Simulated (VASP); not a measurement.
The system is LuInPd.

```
CELL_PARAMETERS angstrom
7.62259 0.00000 0.00000
-3.81129 6.60135 0.00000
0.00000 0.00000 3.70943
ATOMIC_POSITIONS crystal
Lu 0.00000 0.40600 0.50000
Lu 0.59400 0.59400 0.50000
Lu 0.40600 0.00000 0.50000
In 0.00000 0.73632 0.00000
In 0.26368 0.26368 0.00000
In 0.73632 0.00000 0.00000
Pd 0.33333 0.66667 0.00000
Pd 0.66667 0.33333 0.00000
Pd 0.00000 0.00000 0.50000
```

The cell is a database's computed one.

```yaml
Program: VASP 6.6.1
Task: relaxation of cell and atoms
Functional: LDA
Potentials_or_basis: VASP PAW PBE potentials, release 64 (Lu, In_d, Pd)
Cutoff: 600 eV
k_mesh: 6 × 6 × 10
Occupations: methfessel-paxton, width 0.1 eV
Spin: no spin polarisation
```

At the start: pressure -5.3 GPa; volume 20.74 Å³/atom.

Task: How do energy, volume and symmetry change on relaxing?

Result: Over 19 steps the energy falls by 20.0 meV/atom and the volume is 19.66 Å³/atom (-5.2 %); space group P-62m (No. 189, to 0.05 Å).

Step by step:
| step | energy change (eV) | largest force (eV/Å) | pressure (GPa) | volume (Å³) |
| --- | --- | --- | --- | --- |
| 1 | 0.0000 | 0.0386 | -5.25 | 186.66 |
| 2 | 0.0053 | 0.1481 | 6.30 | 168.89 |
| 3 | -0.1575 | 0.0890 | -0.08 | 177.56 |
| 4 | -0.1575 | 0.0902 | -0.02 | 177.38 |
| 5 | -0.1574 | 0.0913 | 0.10 | 177.20 |
| 6 | -0.1617 | 0.0807 | 0.15 | 177.10 |
| 7 | -0.1732 | 0.0666 | 0.15 | 176.77 |
| 8 | -0.1637 | 0.2124 | 0.41 | 176.04 |
| 9 | -0.1761 | 0.1113 | 0.36 | 176.55 |
| 10 | -0.1763 | 0.0740 | -0.61 | 177.76 |
| 11 | -0.1773 | 0.0920 | -0.20 | 177.16 |
| 12 | -0.1788 | 0.0427 | -0.13 | 176.95 |
| 13 | -0.1790 | 0.0519 | -0.12 | 176.82 |
| 14 | -0.1789 | 0.0301 | 0.33 | 176.33 |
| 15 | -0.1791 | 0.0425 | 0.11 | 176.60 |
| 16 | -0.1791 | 0.0402 | 0.15 | 176.55 |
| 17 | -0.1795 | 0.0127 | 0.14 | 176.63 |
| 18 | -0.1795 | 0.0120 | 0.09 | 176.70 |
| 19 | -0.1796 | 0.0068 | -0.01 | 176.91 |

Final structure:
```
CELL_PARAMETERS angstrom
7.57008 0.00000 0.00000
-3.78504 6.55588 0.00000
0.00000 0.00000 3.56471
ATOMIC_POSITIONS crystal
Lu 0.00000 0.40322 0.50000
Lu 0.59678 0.59678 0.50000
Lu 0.40322 0.00000 0.50000
In 0.00000 0.73223 0.00000
In 0.26777 0.26777 0.00000
In 0.73223 0.00000 0.00000
Pd 0.33333 0.66667 0.00000
Pd 0.66667 0.33333 0.00000
Pd 0.00000 0.00000 0.50000
```

Caveat: the PAW data sets were made with another functional, which shifts forces and pressure a little.
